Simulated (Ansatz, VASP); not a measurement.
# FeC2S2N2: VASP beside Ansatz, part 2 of 2

Aim: how closely do two programs agree when they are given the same cell, functional and k mesh?

VASP 6.6.1 and Ansatz 0.2.0.

So far. Step 2 (Ansatz: single point, PBE): The run ends at a pressure of -0.99 GPa, with forces up to 0.70 eV/Å.

## 3. VASP: single point, PBE

Level of this step: PBE, spin-polarised from a ferromagnetic start (one magnetic atom a cell); plane waves and PAW (Fe, S, N, C) (VASP).

The same cell, functional, mesh and smearing now go to VASP, with its own data sets and cutoff.

Lines of VASP's logs that name or quote its potential files are left out, and so is its time.

File INCAR:

```
SYSTEM = FeC2S2N2
PREC = Normal
ENCUT = 400
EDIFF = 1E-05
NELM = 120
ISMEAR = 0
SIGMA = 0.05
LREAL = Auto
ALGO = Fast
GGA = PE
NBANDS = 29
ISPIN = 2
MAGMOM = 3 0 0 0 0 0 0
LMAXMIX = 4
LORBIT = 11
LWAVE = .FALSE.
LCHARG = .FALSE.
KPAR = 4
```

File POSCAR:

```
FeC2S2N2
1.0
    5.3150000000     -1.8710000000      0.0000000000
    5.3150000000      1.8710000000      0.0000000000
   -1.6003469016      0.0000000000      5.9567704165
Fe S N C
1 2 2 2
Direct
    0.0000000000      0.0000000000      0.0000000000
    0.3897000000      0.3897000000      0.7332000000
    0.6103000000      0.6103000000      0.2668000000
    0.1403700000      0.1403700000      0.8234200000
    0.8596300000      0.8596300000      0.1765800000
    0.2413900000      0.2413900000      0.7780000000
    0.7586100000      0.7586100000      0.2220000000
```

File KPOINTS:

```
Automatic mesh
0
Gamma
9 9 6
0 0 0
```

The projector-augmented-wave data sets are Fe, S, N and C (PBE family, release 64).

Launch:

```bash
> mpirun -np 4 vasp_std
```

Numbers of over 12 decimals in the logs are rounded to 6 here.

The log of the run:

```text
[banner, memory and clock lines left out]
running    4 mpi-ranks, on    1 nodes
 distrk:  each k-point on    1 cores,    4 groups
 distr:  one band on    1 cores,    1 groups

 POSCAR found type information on POSCAR FeS N C
 POSCAR found :  4 types and       7 ions
|                                                                             |
|               ----> ADVICE to this user running VASP <----                  |
|                                                                             |
|     You have a (more or less) 'small supercell' and for smaller cells       |
|     it is recommended to use the reciprocal-space projection scheme!        |
|     The real-space optimization is not efficient for small cells and it     |
|     is also less accurate ...                                               |
|     Therefore, set LREAL=.FALSE. in the INCAR file.                         |
|                                                                             |

 LDA part: xc-table for (Slater+PW92), standard interpolation
 POSCAR, INCAR and KPOINTS ok, starting setup
 FFT: planning ... GRIDC
 FFT: planning ... GRID_SOFT
 FFT: planning ... GRID
 WAVECAR not read
 entering main loop
       N       E                     dE             d eps       ncg     rms          rms(c)
DAV:   1     0.248922063487E+03    0.24892E+03   -0.14402E+04 16256   0.966E+02
DAV:   2    -0.255929242597E+02   -0.27451E+03   -0.25992E+03 18297   0.258E+02
DAV:   3    -0.559442394626E+02   -0.30351E+02   -0.29513E+02 21193   0.988E+01
DAV:   4    -0.570152102015E+02   -0.10710E+01   -0.10541E+01 19826   0.213E+01
DAV:   5    -0.570544094148E+02   -0.39199E-01   -0.39128E-01 21503   0.378E+00    0.286E+01
RMM:   6    -0.731850642251E+02   -0.16131E+02   -0.94953E+01 22947   0.785E+01    0.772E+01
RMM:   7    -0.507354925594E+02    0.22450E+02   -0.21827E+01 16767   0.385E+01    0.144E+01
RMM:   8    -0.496883703972E+02    0.10471E+01   -0.35399E+00 16972   0.121E+01    0.878E+00
RMM:   9    -0.496989090455E+02   -0.10539E-01   -0.61063E-01 18925   0.517E+00    0.641E+00
RMM:  10    -0.499614047981E+02   -0.26250E+00   -0.24274E-01 20013   0.281E+00    0.669E+00
RMM:  11    -0.500177750911E+02   -0.56370E-01   -0.93069E-02 20084   0.177E+00    0.368E+00
RMM:  12    -0.500129615177E+02    0.48136E-02   -0.66349E-02 19851   0.138E+00    0.246E+00
RMM:  13    -0.500076998366E+02    0.52617E-02   -0.32008E-02 20661   0.921E-01    0.158E+00
RMM:  14    -0.500148520758E+02   -0.71522E-02   -0.11026E-02 20898   0.580E-01    0.882E-01
[...]
RMM:  18    -0.500176902930E+02   -0.98251E-04   -0.13685E-04 19319   0.762E-02    0.210E-01
RMM:  19    -0.500176628183E+02    0.27475E-04   -0.27346E-05 15420   0.359E-02    0.206E-01
RMM:  20    -0.500178552024E+02   -0.19238E-03   -0.47290E-05 15670   0.489E-02    0.178E-01
RMM:  21    -0.500181269929E+02   -0.27179E-03   -0.38440E-04 23335   0.132E-01    0.108E-01
RMM:  22    -0.500182341770E+02   -0.10718E-03   -0.26475E-04 22444   0.115E-01    0.479E-02
RMM:  23    -0.500183444230E+02   -0.11025E-03   -0.63077E-05 17664   0.597E-02    0.316E-02
RMM:  24    -0.500183741864E+02   -0.29763E-04   -0.11932E-05 11656   0.311E-02    0.125E-02
RMM:  25    -0.500183782886E+02   -0.41023E-05   -0.70080E-06 10534   0.200E-02
   1 F= -.50018378E+02 E0= -.50016991E+02  d E =-.277439E-02  mag=     4.0000
```

Parts of OUTCAR (step 3):

```text
ion  position               nearest neighbor table
   1  0.000  0.000  0.000-   4 2.06   5 2.06   3 2.57   3 2.57   2 2.57   2 2.57
   2  0.390  0.390  0.733-   6 1.67   1 2.57   1 2.57
   3  0.610  0.610  0.267-   7 1.67   1 2.57   1 2.57
   4  0.140  0.140  0.823-   6 1.18   1 2.06
   5  0.860  0.860  0.177-   7 1.18   1 2.06
   6  0.241  0.241  0.778-   4 1.18   2 1.67
   7  0.759  0.759  0.222-   5 1.18   3 1.67

  LATTYP: Found a base centered monoclinic cell.
 ALAT       =    10.6300000000
 B/A-ratio  =     0.3520225776
 C/A-ratio  =     0.5802445908
 COS(beta)  =    -0.2594596144

 Subroutine GETGRP returns: Found  4 space group operations
 (whereof  4 operations were pure point group operations)

The static configuration has the point symmetry C_2h.

 Found    140 irreducible k-points:

   k-points           NKPTS =    140   k-points in BZ     NKDIM =    140   number of bands    NBANDS=     29

   dimension x,y,z NGX =    28 NGY =   28 NGZ =   30
   dimension x,y,z NGXF=    56 NGYF=   56 NGZF=   60

   ENCUT  =  400.0 eV  29.40 Ry    5.42 a.u.   9.19  9.19 10.06*2*pi/ulx,y,z

   NELECT =      38.0000    total number of electrons

 k-points in reciprocal lattice and weights: Automatic mesh
   0.00000000  0.00000000  0.00000000       0.002
   0.11111111 -0.00000000  0.00000000       0.008
   0.22222222  0.00000000  0.00000000       0.008
   0.33333333  0.00000000  0.00000000       0.008
   0.44444444  0.00000000  0.00000000       0.008
   0.11111111  0.11111111  0.00000000       0.004
   0.22222222  0.11111111  0.00000000       0.008
   0.33333333  0.11111111  0.00000000       0.008
   0.44444444  0.11111111  0.00000000       0.008
[...]
0.44444444  0.44444444  0.50000000       0.004
  -0.44444444  0.44444444  0.50000000       0.004

 average (electrostatic) potential at core
       1 -47.8479       2 -89.9794       3 -89.9794       4 -67.1643       5 -67.1643
       6 -54.0950       7 -54.0950

 E-fermi :   2.1965

 spin component 1
 k-point     1 :       0.0000    0.0000    0.0000
  band No.  band energies     occupation
    ...
     17      -0.3473      1.00000
     18      -0.1910      1.00000
     19      -0.0561      1.00000
     20       1.6078      1.00000
     21       1.6600      1.00000
     22       4.8457      0.00000
     23       5.1944      0.00000
     24       5.9388      0.00000
     25       6.6479      0.00000
     26       6.8216      0.00000
    ...

 k-point     2 :       0.1111   -0.0000    0.0000
  band No.  band energies     occupation
    ...
     17      -0.4632      1.00000
     18      -0.1429      1.00000
     19       0.1576      1.00000
     20       1.5180      1.00000
     21       1.6384      1.00000
     22       4.9655      0.00000
     23       5.3036      0.00000
     24       5.9916      0.00000
     25       6.6375      0.00000
     26       6.8173      0.00000
    ...

 k-point     3 :       0.2222    0.0000    0.0000
  band No.  band energies     occupation
    ...
     17      -0.6016      1.00000
     18      -0.2231      1.00000
     19       0.3377      1.00000
     20       1.2990      1.00000
     21       1.6179      1.00000
     22       5.2363      0.00000
     23       5.4702      0.00000
     24       5.9486      0.00000
     25       6.3966      0.00000
     26       6.8432      0.00000
    ...

 k-point     4 :       0.3333    0.0000    0.0000
  band No.  band energies     occupation
    ...
     17      -0.6954      1.00000
     18      -0.3643      1.00000
     19       0.2318      1.00000
     20       1.2032      1.00000
     21       1.5563      1.00000
     22       5.4466      0.00000
     23       5.4688      0.00000
     24       5.7809      0.00000
     25       6.1469      0.00000
     26       7.0851      0.00000
    ...

 k-point     5 :       0.4444    0.0000    0.0000
  band No.  band energies     occupation
    ...
     17      -0.7416      1.00000
     18      -0.4210      1.00000
     19      -0.1207      1.00000
     20       1.1433      1.00000
     21       1.5740      1.00000
     22       5.3476      0.00000
     23       5.3942      0.00000
     24       5.7743      0.00000
     25       6.1742      0.00000
     26       7.2066      0.00000
    ...

 k-point     6 :       0.1111    0.1111    0.0000
  band No.  band energies     occupation
    ...
     17      -0.5349      1.00000
     18       0.0893      1.00000
     19       0.1278      1.00000
     20       1.5589      1.00000
     21       1.6433      1.00000
     22       4.8841      0.00000
     23       5.2247      0.00000
     24       6.1101      0.00000
     25       6.5947      0.00000
     26       6.8892      0.00000
    ...

  Total       -3.8168425     -1.0368225     -0.7037878      0.0000000      0.0000000      1.2382247
  in kB      -51.6174925    -14.0215839     -9.5177520      0.0000000      0.0000000     16.7452685
  external PRESSURE =     -25.0522761 kB  Pullay stress =       0.0000000 kB

  energy-cutoff  :      400.00
  volume of cell :      118.47
      direct lattice vectors                 reciprocal lattice vectors
     5.315000000 -1.871000000  0.000000000     0.094073377 -0.267236772  0.025273769
     5.315000000  1.871000000  0.000000000     0.094073377  0.267236772  0.025273769
    -1.600346902  0.000000000  5.956770417     0.000000000  0.000000000  0.167876203

 POSITION                                       TOTAL-FORCE (eV/Angst)
 -----------------------------------------------------------------------------------
      0.00000      0.00000      0.00000         0.000000      0.000000      0.000000
      2.96914      0.00000      4.36750        -0.886967      0.000000      0.021514
      6.06052      0.00000      1.58927         0.886967      0.000000     -0.021514
      0.17438      0.00000      4.90492        -0.567320      0.000000      0.196444
      8.85528      0.00000      1.05185         0.567320      0.000000     -0.196444
      1.32091      0.00000      4.63437         1.014472      0.000000      0.028360
      7.70875      0.00000      1.32240        -1.014472      0.000000     -0.028360
 -----------------------------------------------------------------------------------
    total drift:                               -0.000000      0.000000     -0.000000

  FREE ENERGIE OF THE ION-ELECTRON SYSTEM (eV)
  ---------------------------------------------------
  free  energy   TOTEN  =       -50.0183782886 eV

  energy  without entropy=      -50.0156038953  energy(sigma->0) =      -50.01699109

 total charge
# of ion       s       p       d       tot
------------------------------------------
    1        0.306   0.368   6.034   6.708
    2        1.348   2.371   0.000   3.720
    3        1.348   2.371   0.000   3.720
    4        1.307   2.523   0.000   3.830
    5        1.307   2.523   0.000   3.830
    6        0.917   1.721   0.000   2.638
    7        0.917   1.721   0.000   2.638
--------------------------------------------------
tot          7.451  13.599   6.034  27.084

 magnetization (x)
# of ion       s       p       d       tot
------------------------------------------
    1        0.020   0.018   3.399   3.437
    2        0.011   0.093   0.000   0.104
    3        0.011   0.093   0.000   0.104
    4        0.011   0.049   0.000   0.060
    5        0.011   0.049   0.000   0.060
    6        0.002   0.001   0.000   0.004
    7        0.002   0.001   0.000   0.004
--------------------------------------------------
tot          0.068   0.305   3.399   3.771

[... 6 further parts left out ...]
```

The cell holds one magnetic atom, so no antiferromagnetic order fits into it.

## 4. Differences

Known differences besides the potentials themselves: the data sets hold 46 valence electrons in Ansatz (default PAW (the set named soft_2) files) and 38 in VASP; the cutoff is 420 eV in Ansatz and 400 eV in VASP (PREC = Normal, projectors in real space); VASP leaves aspherical gradient terms in its spheres out (LASPH is not set), Ansatz keeps them; site moments are counted in spheres of each program's own size. Total energies have different zeros and are not compared.

Both answers:

```csv
quantity,Ansatz,VASP,difference
pressure (GPa),-0.99,-2.51,+1.52
pressure without Ansatz's Pulay correction (GPa),-1.25,-2.51,+1.26
total moment (μB),4.00,4.00,0.00
moment on Fe1 (μB),3.21,3.44,-0.23
moment on S2 (μB),0.05,0.10,-0.05
moment on S3 (μB),0.05,0.10,-0.05
moment on N4 (μB),0.04,0.06,-0.02
moment on N5 (μB),0.04,0.06,-0.02
```

Forces (eV/Å; atoms numbered as in POSCAR):

```csv
atom,"Ansatz x, y, z","VASP x, y, z"
Fe1,"0.000, 0.000, 0.000","0.000, 0.000, 0.000"
S2,"-0.702, 0.000, 0.002","-0.887, 0.000, 0.022"
S3,"0.702, 0.000, -0.002","0.887, 0.000, -0.022"
N4,"-0.144, 0.000, 0.116","-0.567, 0.000, 0.196"
N5,"0.144, 0.000, -0.116","0.567, 0.000, -0.196"
C6,"0.376, 0.000, 0.159","1.014, 0.000, 0.028"
C7,"-0.376, 0.000, -0.159","-1.014, 0.000, -0.028"
```

The forces differ by 248 meV/Å r.m.s., which is 54.4 % of the r.m.s. force of 0.46 eV/Å (both taken over all components). Ansatz's pressure holds a Pulay correction of 0.26 GPa; VASP's holds none.

## 5. What the set-up changes

Further runs change the set-up of one program: Ansatz's method, potentials or start, or VASP's data sets, cutoff or form of LDA. The table gives Ansatz less VASP for each quantity, since a change that brings one quantity closer may part another.

```csv
run,r.m.s. force difference (meV/Å),pressure (GPa),total moment (μB)
as above,248,1.5,0
norm-conserving potentials (cutoff 1240 eV),231,1.4,0
```

## 6. Summary of results

```
r.m.s. force difference (single point, PBE) : 54 % of the r.m.s. force
difference in pressure (single point, PBE)  : 1.5 GPa
```

What this shows: The r.m.s. force difference is 54 % of the r.m.s. force (single point, PBE), beyond the 3 % picked in this series as the mark of a large difference. By the marks of this series, far apart in the single point, PBE pair: the r.m.s. force difference, 54 % of the r.m.s. force and the difference in pressure, 1.5 GPa. For single point, PBE, no further run moves any of the tabulated differences by more than a quarter of its size. 1 further run of this series is not shown here. Such differences can come from data sets, numerical settings and the points named under the comparisons, not from the functional's error against experiment.

[Lines on the potential files, build, host, timing and source positions are cut from VASP's logs without a mark.]

[Logs are printed without paths, hosts, clocks, repeated set-up lines and the standing remarks that a program may print on its own settings, such as how far it seeks lower states.]

[Hosts, paths, dates, database ids (printed as entryN), source tags and the programs' standing remarks are cut or masked in the printed files.]
